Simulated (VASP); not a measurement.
A VASP calculation is set up with these files.

INCAR:
```
SYSTEM = HfB
PREC = Accurate
ENCUT = 520
EDIFF = 1E-7
NELM = 100
ALGO = Normal
LREAL = .FALSE.
LASPH = .TRUE.
ISMEAR = -5
GGA = PS
LMAXMIX = 6
LWAVE = .FALSE.
LCHARG = .TRUE.
LORBIT = 11
NEDOS = 601
ISIF = 2
```

File KPOINTS:
```
K-points
0
G
 15 15 15
```

**POSCAR**
```
HfB
1
    0.0000000000     2.3950941715     2.3950941715
    2.3950941715     0.0000000000     2.3950941715
    2.3950941715     2.3950941715     0.0000000000
Hf B
1 1
Direct
  0.0000000000   0.0000000000   0.0000000000
  0.5000000000   0.5000000000   0.5000000000
```

POTCAR, in this order: Hf_pv B (PBE.64 set). Program: vasp_std.

Task: Translate this PBEsol calculation to Ansatz.

Result: One equivalent input (not run):
Ansatz 0.2 input:
```yaml
crystal:
  lattice:
    - [0.0000000, 2.3950942, 2.3950942]
    - [2.3950942, 0.0000000, 2.3950942]
    - [2.3950942, 2.3950942, 0.0000000]
  atoms:
    - { symbol: Hf, position: [0.0000000, 0.0000000, 0.0000000] }
    - { symbol: B, position: [0.5000000, 0.5000000, 0.5000000] }
kpoints:
  mp_grid: { grid: [15, 15, 15] }
hamiltonian:
  xc: pbesol
  pseudopotentials: { kind: paw }
scf:
  occupations: { method: tetrahedron }
  max_iter: 100
output: { forces: true, stress: true, eigenvalues: true }
```
What does not carry over: each code has its own PAW files, so the cut-off isn't converted (ENCUT is set for VASP's; basis.ecutwfc is left out, and Ansatz then takes the one that its files recommend); Ansatz stops its SCF on the density residual and VASP on the energy change (EDIFF).

The structure was generated: HfB was put into the rock salt type (Fm-3m), which need not be its known phase. It was relaxed first, which changed the volume by -37 %.
